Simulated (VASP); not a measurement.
Consider the following.

```yaml
crystal:
  lattice:
    - [5.41372, 0.00000, 0.00000]
    - [0.00000, 5.41372, 0.00000]
    - [0.00000, 0.00000, 5.41372]
  atoms:
    - { symbol: Be, position: [0.75000, 0.75000, 0.75000] }
    - { symbol: Be, position: [0.75000, 0.25000, 0.25000] }
    - { symbol: Be, position: [0.25000, 0.75000, 0.25000] }
    - { symbol: Be, position: [0.25000, 0.25000, 0.75000] }
    - { symbol: Si, position: [0.00000, 0.00000, 0.00000] }
    - { symbol: Si, position: [0.50000, 0.50000, 0.50000] }
```

Calculation: PBE GGA, VASP's PBE PAW potentials (set 64) (plane waves; VASP). Run with 300 eV cut-off, 3×3×3 Γ-centred mesh, Gaussian smearing of 0.14 eV, potentials Be Si.

Give the energies of bands 1 to 11 at the high-symmetry points, in eV from the valence-band maximum.

```
band      Γ      X      M      R
----  -----  -----  -----  -----
1     -6.91  -6.31  -6.14  -6.01
2     -5.76  -6.31  -6.14  -6.00
3     -1.50  -1.72  -2.70  -2.06
4     -1.50  -1.72  -2.70  -2.06
5     -1.50  -1.18  -0.66  -2.06
6      0.00  -1.18  -0.66  -1.37
7      0.00  -0.34  -0.06  -1.37
8      0.00  -0.34  -0.06  -1.37
9      0.86   2.01   1.64   2.90
10     0.86   2.01   1.64   2.90
11     2.20   3.58   2.43   2.90
```

The gap is direct, 0.86 eV, from the valence maximum at Γ to the conduction minimum at Γ.

The structure was generated: Be2Si was put into an ordered model structure, which need not be its known phase. The cell was not relaxed at this level.
